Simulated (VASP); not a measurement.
# Co: surface energy and work function by face, part 4 of 5

Aim: compare the low-index faces of Co at one level of theory.

VASP 6.6.1; PBE, spin-polarised from a ferromagnetic start; plane waves and PAW (Co).

Still holding for the runs below: The magnetic state follows from one typed start and may not be the lowest.

So far. Step 4 (Surface relaxation, 8 atoms, face Co(0001)): The run ended after 5 ionic steps, 0.027 eV below its first step, once the forces on the free atoms met EDIFFG = -0.03. Step 5 (Potential and states of the slab, 8 atoms, face …): The vacuum level lies 4.92 eV above the Fermi level at the upper face; both faces agree, as the slab has next to no dipole.

**6. Relaxing the slab, 12 atoms, face Co(10-10)**

System of this step: Co(10-10). The cell holds 12 atoms: 12 Co. Its edges and angles: a = 2.488 Å, b = 4.025 Å, c = 26.492 Å, α = 90.0°, β = 90.0°, γ = 90.0°. It derives from Co. 12 layers of hcp Co, cut at this functional's lattice. Vacuum lies along c.

INCAR

```
SYSTEM = Co
PREC = Normal
ENCUT = 320
EDIFF = 1E-05
NELM = 120
ISMEAR = 1
SIGMA = 0.15
LREAL = .FALSE.
ALGO = Fast
GGA = PE
NBANDS = 86
ISPIN = 2
MAGMOM = 2 2 2 2 2 2 2 2 2 2 2 2
LASPH = .TRUE.
LMAXMIX = 4
LORBIT = 11
LWAVE = .FALSE.
LCHARG = .FALSE.
KPAR = 4
IBRION = 2
NSW = 40
ISIF = 2
EDIFFG = -0.03
POTIM = 0.4
MAXMIX = 40
```

POSCAR

```
Co
1.0
    2.4880051214      0.0000000000      0.0000000000
    0.0000000000      4.0246253001      0.0000000000
    0.0000000000      0.0000000000     26.4916034127
Co
12
Direct
    0.0000000000      0.0000000000      0.2831085700
    0.5000000000      0.0000000000      0.3644428600
    0.5000000000      0.5000000000      0.3102200000
    0.0000000000      0.0000000000      0.4457771400
    0.0000000000      0.5000000000      0.3915542900
    0.5000000000      0.0000000000      0.5271114300
    0.5000000000      0.5000000000      0.4728885700
    0.0000000000      0.0000000000      0.6084457100
    0.0000000000      0.5000000000      0.5542228600
    0.5000000000      0.0000000000      0.6897800000
    0.5000000000      0.5000000000      0.6355571400
    0.0000000000      0.5000000000      0.7168914300
```

KPOINTS

```
Automatic mesh
0
Gamma
12 8 1
0 0 0
```

The projector-augmented-wave data sets are Co (PBE family, release 64).

Command:

```bash
> mpirun -np 4 vasp_std
```

The program printed:

```text
[banner, memory and clock lines left out]
running    4 mpi-ranks, on    1 nodes
 distrk:  each k-point on    1 cores,    4 groups
 distr:  one band on    1 cores,    1 groups

 POSCAR found type information on POSCAR Co
 POSCAR found :  1 types and      12 ions
 LDA part: xc-table for (Slater+PW92), standard interpolation
 POSCAR, INCAR and KPOINTS ok, starting setup
 FFT: planning ... GRIDC
 FFT: planning ... GRID_SOFT
 FFT: planning ... GRID
 WAVECAR not read
 entering main loop
       N       E                     dE             d eps       ncg     rms          rms(c)
DAV:   1     0.716511806373E+03    0.71651E+03   -0.35409E+04 12088   0.102E+03
DAV:   2    -0.284300910789E+02   -0.74494E+03   -0.68711E+03 12040   0.272E+02
DAV:   3    -0.923552068338E+02   -0.63925E+02   -0.57064E+02 12760   0.109E+02
DAV:   4    -0.937813776302E+02   -0.14262E+01   -0.14203E+01 13158   0.190E+01
DAV:   5    -0.938225336921E+02   -0.41156E-01   -0.41154E-01 18230   0.205E+00    0.360E+01
RMM:   6    -0.132649601941E+03   -0.38827E+02   -0.11679E+02 12044   0.597E+01    0.729E+01
RMM:   7    -0.119325382078E+03    0.13324E+02   -0.26635E+01 12080   0.264E+01    0.717E+01
RMM:   8    -0.964627661323E+02    0.22863E+02   -0.22386E+01 12109   0.260E+01    0.599E+01
RMM:   9    -0.856412942954E+02    0.10821E+02   -0.19492E+01 12110   0.246E+01    0.366E+01
RMM:  10    -0.902524146424E+02   -0.46111E+01   -0.11825E+01 12151   0.178E+01    0.544E+01
RMM:  11    -0.744752781658E+02    0.15777E+02   -0.59856E+00 12110   0.141E+01    0.150E+01
RMM:  12    -0.779224552958E+02   -0.34472E+01   -0.16913E+00 12144   0.582E+00    0.205E+01
RMM:  13    -0.775416398654E+02    0.38082E+00   -0.13105E+00 12144   0.610E+00    0.941E+00
RMM:  14    -0.799493824259E+02   -0.24077E+01   -0.19615E+00 12391   0.477E+00    0.638E+00
RMM:  15    -0.811212669691E+02   -0.11719E+01   -0.72840E-01 12245   0.298E+00    0.113E+01
RMM:  16    -0.810490965512E+02    0.72170E-01   -0.32411E-01 12131   0.275E+00    0.547E+00
RMM:  17    -0.814498492062E+02   -0.40075E+00   -0.62204E-01 12389   0.249E+00    0.413E+00
RMM:  18    -0.815243748954E+02   -0.74526E-01   -0.13632E-01 12127   0.140E+00    0.296E+00
RMM:  19    -0.814826109900E+02    0.41764E-01   -0.20635E-02 12224   0.637E-01    0.189E+00
RMM:  20    -0.814822550267E+02    0.35596E-03   -0.15950E-02 12124   0.525E-01    0.156E+00
RMM:  21    -0.814957535899E+02   -0.13499E-01   -0.28957E-03 12397   0.202E-01    0.147E+00
RMM:  22    -0.815102245326E+02   -0.14471E-01   -0.11722E-03 12276   0.128E-01    0.128E+00
RMM:  23    -0.815338878453E+02   -0.23663E-01   -0.50972E-03 12519   0.210E-01    0.987E-01
RMM:  24    -0.815356584788E+02   -0.17706E-02   -0.29762E-03 12367   0.177E-01    0.745E-01
RMM:  25    -0.815335003287E+02    0.21582E-02   -0.48399E-03 12720   0.226E-01    0.513E-01
RMM:  26    -0.815412106774E+02   -0.77103E-02   -0.16745E-03 12296   0.122E-01    0.498E-01
RMM:  27    -0.815574369350E+02   -0.16226E-01   -0.13042E-03 12287   0.118E-01    0.252E-01
RMM:  28    -0.815714228627E+02   -0.13986E-01   -0.48404E-04 12130   0.700E-02    0.133E-01
RMM:  29    -0.815873920150E+02   -0.15969E-01   -0.32988E-04 11737   0.480E-02    0.998E-02
RMM:  30    -0.816127680773E+02   -0.25376E-01   -0.96810E-04 12400   0.715E-02    0.614E-02
RMM:  31    -0.816287633866E+02   -0.15995E-01   -0.34077E-04 11636   0.528E-02    0.709E-02
RMM:  32    -0.816422858432E+02   -0.13522E-01   -0.34210E-04 11468   0.508E-02    0.103E-01
RMM:  33    -0.816486162150E+02   -0.63304E-02   -0.10225E-04 10519   0.373E-02    0.611E-02
RMM:  34    -0.816513431966E+02   -0.27270E-02   -0.41250E-05  9002   0.214E-02    0.266E-02
RMM:  35    -0.816522384913E+02   -0.89529E-03   -0.12924E-05  7857   0.964E-03    0.133E-02
RMM:  36    -0.816524777541E+02   -0.23926E-03   -0.21826E-06  7256   0.564E-03    0.104E-02
RMM:  37    -0.816526357342E+02   -0.15798E-03   -0.24455E-06  7200   0.495E-03    0.759E-03
RMM:  38    -0.816527002396E+02   -0.64505E-04   -0.14488E-06  7015   0.426E-03    0.715E-03
RMM:  39    -0.816527188591E+02   -0.18620E-04   -0.61646E-07  6566   0.320E-03    0.400E-03
RMM:  40    -0.816527240949E+02   -0.52358E-05   -0.32242E-07  5167   0.250E-03
   1 F= -.81652724E+02 E0= -.81655001E+02  d E =-.816527E+02  mag=    20.0384
 curvature:   0.00 expect dE= 0.000E+00 dE for cont linesearch  0.000E+00
 trial: gam= 0.00000 g(F)=  0.260E-01 g(S)=  0.000E+00 ort = 0.000E+00 (trialstep = 0.100E+01)
 search vector abs. value=  0.260E-01
 bond charge predicted
       N       E                     dE             d eps       ncg     rms          rms(c)
DAV:   1    -0.816599252482E+02   -0.72064E-02   -0.38930E+00 12862   0.561E+00    0.100E+00
RMM:   2    -0.816694066461E+02   -0.94814E-02   -0.49789E-02 12052   0.124E+00    0.516E-01
RMM:   3    -0.816729237796E+02   -0.35171E-02   -0.10389E-02 12288   0.418E-01    0.148E-01
RMM:   4    -0.816736254938E+02   -0.70171E-03   -0.28014E-03 14517   0.206E-01    0.126E-01
RMM:   5    -0.816737769972E+02   -0.15150E-03   -0.22597E-04 12069   0.618E-02    0.642E-02
RMM:   6    -0.816739546615E+02   -0.17766E-03   -0.95641E-05 11885   0.402E-02    0.188E-02
RMM:   7    -0.816739059323E+02    0.48729E-04   -0.23953E-05  8779   0.207E-02    0.111E-02
RMM:   8    -0.816739416152E+02   -0.35683E-04   -0.66893E-06  7530   0.124E-02    0.512E-03
RMM:   9    -0.816739818120E+02   -0.40197E-04   -0.25714E-06  7227   0.697E-03    0.574E-03
RMM:  10    -0.816740200674E+02   -0.38255E-04   -0.12336E-06  7067   0.532E-03    0.228E-03
RMM:  11    -0.816740371274E+02   -0.17060E-04   -0.39935E-07  6150   0.288E-03    0.113E-03
RMM:  12    -0.816740461287E+02   -0.90012E-05   -0.12640E-07  4558   0.216E-03
   2 F= -.81674046E+02 E0= -.81676396E+02  d E =-.213220E-01  mag=    20.0230
[...]
3 F= -.81687644E+02 E0= -.81689896E+02  d E =-.349198E-01  mag=    19.9988
[...]
4 F= -.81690651E+02 E0= -.81692913E+02  d E =-.300733E-02  mag=    19.9891
[...]
5 F= -.81692204E+02 E0= -.81694452E+02  d E =-.456012E-02  mag=    19.9765
 curvature:  -1.71 expect dE=-0.452E-03 dE for cont linesearch -0.795E-06
 trial: gam= 0.10005 g(F)=  0.264E-03 g(S)=  0.000E+00 ort = 0.383E-04 (trialstep = 0.168E+01)
 search vector abs. value=  0.303E-03
 bond charge predicted
       N       E                     dE             d eps       ncg     rms          rms(c)
DAV:   1    -0.816921384618E+02    0.58989E-04   -0.12486E-01 12508   0.103E+00    0.174E-01
RMM:   2    -0.816924041813E+02   -0.26572E-03   -0.14938E-03 12069   0.228E-01    0.987E-02
RMM:   3    -0.816923186134E+02    0.85568E-04   -0.32258E-04 12476   0.761E-02    0.387E-02
RMM:   4    -0.816924202363E+02   -0.10162E-03   -0.69596E-05 11457   0.383E-02    0.207E-02
RMM:   5    -0.816923989689E+02    0.21267E-04   -0.17734E-05  7951   0.198E-02    0.173E-02
RMM:   6    -0.816924264601E+02   -0.27491E-04   -0.69849E-06  7177   0.136E-02    0.101E-02
RMM:   7    -0.816924247078E+02    0.17523E-05   -0.19456E-06  6982   0.733E-03
   6 F= -.81692425E+02 E0= -.81694721E+02  d E =-.220648E-03  mag=    19.9758
 trial-energy change:   -0.000221  1 .order   -0.000343   -0.000450   -0.000236
 step:   3.5268(harm=  3.5268)  dis= 0.00594  next Energy=   -81.692677 (dE=-0.473E-03)
 reached required accuracy - stopping structural energy minimisation
```

The job ended after 9.1 min (4 MPI ranks of AMD EPYC 7R13 (Zen 3), shared host; peak memory 2.1 GiB).

OUTCAR, selected parts (step 6):

```text
   k-points           NKPTS =     35   k-points in BZ     NKDIM =     35   number of bands    NBANDS=     86

   ENCUT  =  320.0 eV  23.52 Ry    4.85 a.u.   3.63  5.87 38.64*2*pi/ulx,y,z

   NELECT =     108.0000    total number of electrons

 E-fermi :   2.7123

 spin component 1
 k-point     1 :       0.0000    0.0000    0.0000
  band No.  band energies     occupation
    ...
     62       2.0382      1.00000
     63       2.0944      1.00000
     64       2.1546      1.00000
     65       2.1546      1.00000
     66       2.5221      1.03519
     67       3.1832     -0.00004
     68       3.5549     -0.00000
     69       4.4341     -0.00000
     70       5.9688      0.00000
     71       6.4675      0.00000
    ...

 k-point     2 :       0.0833    0.0000    0.0000
  band No.  band energies     occupation
    ...
     61       2.0026      1.00000
     62       2.0083      1.00000
     63       2.0606      1.00000
     64       2.0818      1.00000
     65       2.0939      1.00000
     66       2.8674     -0.02831
     67       3.8551     -0.00000
     68       3.8777     -0.00000
     69       4.8711     -0.00000
     70       6.2852      0.00000
    ...

  Total       -1.9637025     -2.2734206     -0.5234143      0.0000000      0.0000000      0.0000000
  in kB      -11.8604540    -13.7311023     -3.1613400      0.0000000      0.0000000      0.0000000
  external PRESSURE =      -9.5842988 kB  Pullay stress =       0.0000000 kB

 POSITION                                       TOTAL-FORCE (eV/Angst)
 -----------------------------------------------------------------------------------
      0.00000      0.00000      7.56174         0.000000      0.000000      0.014598
      1.24400      0.00000      9.64032         0.000000      0.000000      0.011347
      1.24400      2.01231      8.19103         0.000000      0.000000      0.008472
      0.00000      0.00000     11.80558         0.000000      0.000000      0.025490
      0.00000      2.01231     10.35570         0.000000      0.000000      0.003053
      1.24400      0.00000     13.96674         0.000000      0.000000      0.011162
      1.24400      2.01231     12.52486         0.000000      0.000000     -0.011162
      0.00000      0.00000     16.13590         0.000000      0.000000     -0.003053
      0.00000      2.01231     14.68602         0.000000      0.000000     -0.025490
      1.24400      0.00000     18.30057         0.000000      0.000000     -0.008472
      1.24400      2.01231     16.85128         0.000000      0.000000     -0.011347
      0.00000      2.01231     18.92986         0.000000      0.000000     -0.014598
 -----------------------------------------------------------------------------------
    total drift:                                0.000000      0.000000      0.000000

  FREE ENERGIE OF THE ION-ELECTRON SYSTEM (eV)
  ---------------------------------------------------
  free  energy   TOTEN  =       -81.6924247078 eV

  energy  without entropy=      -81.6993143367  energy(sigma->0) =      -81.69472125

 magnetization (x)
# of ion       s       p       d       tot
------------------------------------------
    1       -0.005  -0.036   1.841   1.800
    2       -0.015  -0.053   1.732   1.664
    3       -0.015  -0.049   1.748   1.684
    4       -0.014  -0.054   1.702   1.634
    5       -0.012  -0.055   1.731   1.664
    6       -0.015  -0.054   1.704   1.634
    7       -0.015  -0.054   1.704   1.634
    8       -0.012  -0.055   1.731   1.664
    9       -0.014  -0.054   1.702   1.634
   10       -0.015  -0.049   1.748   1.684
   11       -0.015  -0.053   1.732   1.664
   12       -0.005  -0.036   1.841   1.800
--------------------------------------------------
tot         -0.154  -0.602  20.918  20.162

[... 1 part as in an earlier step ...]

[... 20 further parts left out ...]
```

CONTCAR:

```
Co
   1.00000000000000
     2.4880051214000001    0.0000000000000000    0.0000000000000000
     0.0000000000000000    4.0246253001000003    0.0000000000000000
     0.0000000000000000    0.0000000000000000   26.4916034127000017
  Co
    12
Direct
     0.0000000000000000    0.0000000000000000    0.2854391565308069
     0.5000000000000000    0.0000000000000000    0.3639011059660049
     0.5000000000000000    0.5000000000000000    0.3091934904239895
     0.0000000000000000    0.0000000000000000    0.4456348111064094
     0.0000000000000000    0.5000000000000000    0.3909050334744535
     0.5000000000000000    0.0000000000000000    0.5272138219020698
     0.5000000000000000    0.5000000000000000    0.4727861780979302
     0.0000000000000000    0.0000000000000000    0.6090949665255465
     0.0000000000000000    0.5000000000000000    0.5543651888935904
     0.5000000000000000    0.0000000000000000    0.6908065095760103
     0.5000000000000000    0.5000000000000000    0.6360988940339951
     0.0000000000000000    0.5000000000000000    0.7145608434691930
```

The run keeps the 8 symmetry operations of its start, so it cannot find a distortion of lower symmetry.

Step by step:

```
step  energy less that of the first step (eV)  largest force (eV/Å)
   1                                   0.0000                0.4672
   2                                  -0.0213                0.3189
   3                                  -0.0349                0.1377
   4                                  -0.0379                0.0837
   5                                  -0.0395                0.0505
   6                                  -0.0397                0.0255
```

The atoms that moved most (Å):

```
atom     dx     dy      dz  length
Co12  0.000  0.000  -0.062   0.062
 Co1  0.000  0.000   0.062   0.062
Co10  0.000  0.000   0.027   0.027
 Co3  0.000  0.000  -0.027   0.027
 Co5  0.000  0.000  -0.017   0.017
 Co8  0.000  0.000   0.017   0.017
Co11  0.000  0.000   0.014   0.014
 Co2  0.000  0.000  -0.014   0.014
```

The relaxed structure:

```
Co
1.0
     2.48801    0.00000    0.00000
     0.00000    4.02463    0.00000
     0.00000    0.00000   26.49160
Co
12
Cartesian
  0.0000 0.0000 7.5617
  1.2440 0.0000 9.6403
  1.2440 2.0123 8.1910
  0.0000 0.0000 11.8056
  0.0000 2.0123 10.3557
  1.2440 0.0000 13.9667
  1.2440 2.0123 12.5249
  0.0000 0.0000 16.1359
  0.0000 2.0123 14.6860
  1.2440 0.0000 18.3006
  1.2440 2.0123 16.8513
  0.0000 2.0123 18.9299
```

Numbers from this step:

| Item | Value |
| --- | --- |
| electronic cycles | 79 |
| electrons | 108 |
| free energy (TOTEN) | -81.6924 eV |
| energy at zero smearing | -81.6947 eV |
| Fermi energy | 2.712 eV |
| moment of the cell, from the last line of the log | 19.98 μB |

Spin moment in the PAW sphere by atom:

```
atom  spin moment in the PAW sphere (μB)
 Co1                                1.80
 Co2                                1.66
 Co3                                1.68
 Co4                                1.63
 Co5                                1.66
 Co6                                1.63
 Co7                                1.63
 Co8                                1.66
 Co9                                1.63
Co10                                1.68
Co11                                1.66
Co12                                1.80
```

The run ended after 6 ionic steps, 0.040 eV below its first step, once the forces on the free atoms met EDIFFG = -0.03.

(Part 4 of 5 ends here.)

[Lines on the potential files, build, host, timing and source positions are cut from VASP's logs without a mark.]

[Logs are printed without paths, hosts, clocks, repeated set-up lines and the standing remarks that a program may print on its own settings, such as how far it seeks lower states.]

[Hosts, paths, dates, database ids (printed as entryN), source tags and the programs' standing remarks are cut or masked in the printed files.]

[Runs that stopped without an error message from VASP are left out.]
